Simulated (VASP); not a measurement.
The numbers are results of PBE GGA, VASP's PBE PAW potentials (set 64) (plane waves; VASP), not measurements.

A VASP calculation is set up with these files.

### KPOINTS
```
Automatic mesh
0
Gamma
8 8 8
0 0 0
```

### POSCAR
```
NaF
1
    0.0000000000     2.3460490615     2.3460490615
    2.3460490615     0.0000000000     2.3460490615
    2.3460490615     2.3460490615     0.0000000000
Na F
1 1
Direct
  0.0000000000   0.0000000000   0.0000000000
  0.5000000000   0.5000000000   0.5000000000
```

### INCAR
```
EDIFF  =  1E-6
SYSTEM  =  NaF
ISMEAR  =  0
LWAVE  =  .TRUE.
ENCUT  =  520
LREAL  =  .FALSE.
PREC  =  Accurate
LASPH  =  .TRUE.
NELM  =  100
LCHARG  =  .FALSE.
GGA  =  PE   # PBE
ALGO  =  Normal   # blocked Davidson
SIGMA  =  0.05   # width (eV)
```

POTCAR, in this order: Na_pv F (PBE.64 set). Program: vasp_std.

Output

### OSZICAR
```
       N       E                     dE             d eps       ncg     rms          rms(c)
DAV:   1     0.113290969776E+03    0.11329E+03   -0.81803E+03   653   0.152E+03
DAV:   2    -0.295900023597E+01   -0.11625E+03   -0.10775E+03   702   0.379E+02
DAV:   3    -0.940380655076E+01   -0.64448E+01   -0.64274E+01   746   0.874E+01
DAV:   4    -0.947117469748E+01   -0.67368E-01   -0.67362E-01   689   0.989E+00
DAV:   5    -0.947191367395E+01   -0.73898E-03   -0.73897E-03   740   0.105E+00    0.542E+00
DAV:   6    -0.857835419479E+01    0.89356E+00   -0.39131E+00   758   0.185E+01    0.187E+00
DAV:   7    -0.856704798552E+01    0.11306E-01   -0.30473E-02   647   0.259E+00    0.105E+00
DAV:   8    -0.856838841672E+01   -0.13404E-02   -0.29777E-02   641   0.450E+00    0.123E-01
DAV:   9    -0.856930432773E+01   -0.91591E-03   -0.41570E-03   707   0.683E-01    0.929E-02
DAV:  10    -0.856921024793E+01    0.94080E-04   -0.56719E-04   665   0.318E-01    0.933E-03
DAV:  11    -0.856920851129E+01    0.17366E-05   -0.15832E-05   725   0.939E-02    0.336E-03
DAV:  12    -0.856920872077E+01   -0.20948E-06   -0.13846E-06   650   0.259E-02
   1 F= -.85692087E+01 E0= -.85692087E+01  d E =-.329207E-14
```

### OUTCAR
```
------------------------ aborting loop because EDIFF is reached ----------------------------------------
  FORCE on cell =-STRESS in cart. coord.  units (eV):
  Direction    XX          YY          ZZ          XY          YZ          ZX
  --------------------------------------------------------------------------------------
  Total        0.0183624      0.0183624      0.0183624      0.0000000     -0.0000000     -0.0000000
  in kB        1.1391993      1.1391993      1.1391993      0.0000000     -0.0000000     -0.0000000
  external PRESSURE =       1.1391993 kB  Pullay stress =       0.0000000 kB
  volume of cell :       25.83
      direct lattice vectors                 reciprocal lattice vectors
     0.000000000  2.346049062  2.346049062    -0.213124273  0.213124273  0.213124273
     2.346049062  0.000000000  2.346049062     0.213124273 -0.213124273  0.213124273
     2.346049062  2.346049062  0.000000000     0.213124273  0.213124273 -0.213124273
  FREE ENERGIE OF THE ION-ELECTRON SYSTEM (eV)
  ---------------------------------------------------
  free  energy   TOTEN  =        -8.5692087208 eV

  energy  without entropy=       -8.5692087208  energy(sigma->0) =       -8.56920872
```
(Selected blocks of OUTCAR.)

The compound is NaF in the rock salt structure. It was relaxed first.
